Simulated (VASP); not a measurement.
A run of VASP 6.6.1 is set up as follows.

INCAR

```
SYSTEM = PmSe
PREC     = Accurate       ! precision mode
ENCUT    = 520            ! plane-wave cutoff, eV
EDIFF    = 1E-7           ! SCF threshold, eV
ISMEAR   = 0              ! smearing method
SIGMA    = 0.05           ! smearing width, eV
LREAL    = .FALSE.        ! projectors in reciprocal space
LASPH    = .TRUE.         ! aspherical terms in the spheres
NELM     = 120            ! most SCF steps
ALGO     = Normal         ! electronic algorithm
ISIF     = 2              ! what is computed and relaxed
LWAVE    = .FALSE.        ! write WAVECAR
LCHARG   = .FALSE.        ! write CHGCAR
ISPIN    = 2              ! spin polarisation
MAGMOM   = 4 0            ! initial moments
LORBIT   = 11             ! projections on sites
NUPDOWN  = 1              ! fixed moment
LMAXMIX  = 6              ! l up to which the mixer works
LDAU     = .TRUE.         ! DFT+U
LDAUTYPE = 2            
LDAUL    = 3 -1           ! shell
LDAUU    = 5 0            ! U, eV
LDAUJ    = 0 0          
LDAUPRINT= 1            
GGA      = PE             ! functional
NBANDS   = 22             ! bands
```

Contents of KPOINTS:

```
Automatic mesh
0
G
  5 5 5
  0 0 0
```

File POSCAR:

```
PmSe
1.0
    0.0000000000      3.2231904100      3.2231904100
    3.2231904100      0.0000000000      3.2231904100
    3.2231904100      3.2231904100      0.0000000000
Pm Se
1 1
Direct
    0.0000000000      0.0000000000      0.0000000000
    0.2500000000      0.2500000000      0.2500000000
```

Potentials or basis: VASP PAW PBE potentials, release 64 (Pm, Se).

The run is started by

```sh
$ cat potpaw_PBE.64/Pm/POTCAR potpaw_PBE.64/Se/POTCAR > POTCAR
$ mpirun -np 1 vasp_std > vasp.out
```

Question: Estimate the pressure.

Answer: 5.5 GPa.

Eigenvalues of the final occupation matrices:
```csv
site,spin,trace,eigenvalues
site 1 f,1,2.94,0.00 0.00 0.00 0.65 0.65 0.65 0.97
site 1 f,2,1.47,0.00 0.00 0.00 0.01 0.48 0.48 0.48
```

Caveat: the magnetic or orbital state may not be the lowest; the moment is held away from its start; spin-orbit coupling is left out, which moves the levels of the heavy elements; the total moment is fixed, so each spin has its own Fermi level. The state reached can hang on the start; a lower one may exist.
